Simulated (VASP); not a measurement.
Here is the system:

```yaml
crystal:
  lattice:
    - [3.49189, 0.00000, 0.00000]
    - [-1.74594, 3.02407, 0.00000]
    - [0.00000, 0.00000, 4.18881]
  atoms:
    - { symbol: Mg, position: [0.66667, 0.33333, 0.75000] }
    - { symbol: Mg, position: [0.33333, 0.66667, 0.25000] }
    - { symbol: O, position: [0.66667, 0.33333, 0.25000] }
    - { symbol: O, position: [0.33333, 0.66667, 0.75000] }
```

Method: PBEsol GGA, VASP's PBE PAW potentials (set 64) (plane waves; VASP). Numerical set-up: 520 eV cut-off, Gaussian smearing of 0.050 eV, potentials Mg O.

Problem. Give the energies of bands 3 to 10 at the high-symmetry points, in eV from the valence-band maximum.

Solution. 
| band | Γ | M | K | A | L | H |
|---|---|---|---|---|---|---|
| 3 | -3.68 | -3.60 | -3.67 | -2.45 | -3.91 | -3.62 |
| 4 | -1.74 | -2.39 | -2.20 | -2.45 | -3.91 | -3.62 |
| 5 | -1.74 | -2.36 | -2.20 | -1.29 | -1.55 | -2.51 |
| 6 | -0.81 | -1.98 | -1.83 | -1.29 | -1.55 | -2.51 |
| 7 | -0.81 | -1.31 | -1.83 | -1.29 | -0.83 | -0.38 |
| 8 | 0.00 | -0.53 | -0.90 | -1.29 | -0.83 | -0.38 |
| 9 | 3.28 | 6.83 | 7.12 | 6.32 | 7.15 | 7.97 |
| 10 | 9.34 | 8.95 | 8.81 | 6.32 | 7.15 | 7.97 |

The gap is direct, 3.28 eV, from the valence maximum at Γ to the conduction minimum at Γ.

The structure comes from a computed database's MgO entry (P6_3/mmc); how it stands against other phases isn't given here. It was relaxed first.
